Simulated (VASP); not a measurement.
Input of a VASP 6.6.1 run:

Contents of INCAR:

```
PREC = Accurate
ENCUT = 520
EDIFF = 1E-7
ISMEAR = 0
SIGMA = 0.1
LREAL = F
LASPH = T
NELM = 80
ALGO = Fast
ISIF = 3
LWAVE = F
LCHARG = F
IBRION = 2
NSW = 80
EDIFFG = -0.002
```

KPOINTS

```
regular mesh
0
Gamma
  15 15 12
```

POSCAR

```
NbB2                                    
1.0
    3.0742918758     -0.0000000000      0.0000000000
   -1.5371459379      2.6624148670     -0.0000000000
   -0.0000000000     -0.0000000000      3.2761499038
  Nb              B             
     1     2
Direct
     0.0000000000000000    0.0000000000000000    0.0000000000000000
     0.3333333300000021    0.6666666699999979    0.5000000000000000
     0.6666666699999979    0.3333333300000021    0.5000000000000000
```

Potentials or basis: VASP PAW LDA potentials, release 64 (Nb_sv, B).

Launch:

```bash
$ cat potpaw_LDA.64/Nb_sv/POTCAR potpaw_LDA.64/B/POTCAR > POTCAR
$ mpirun -np 1 vasp_std > vasp.out
```

Task: What does it give for the band gap on the k mesh?

Result: None (metal or under the smearing width).

Final structure:
```
CELL_PARAMETERS angstrom
3.07429 0.00000 0.00000
-1.53715 2.66241 0.00000
0.00000 0.00000 3.27615
ATOMIC_POSITIONS crystal
Nb 0.00000 0.00000 0.00000
B 0.33333 0.66667 0.50000
B 0.66667 0.33333 0.50000
```

Caveat: the relaxation stopped at its first step, so nothing moved.
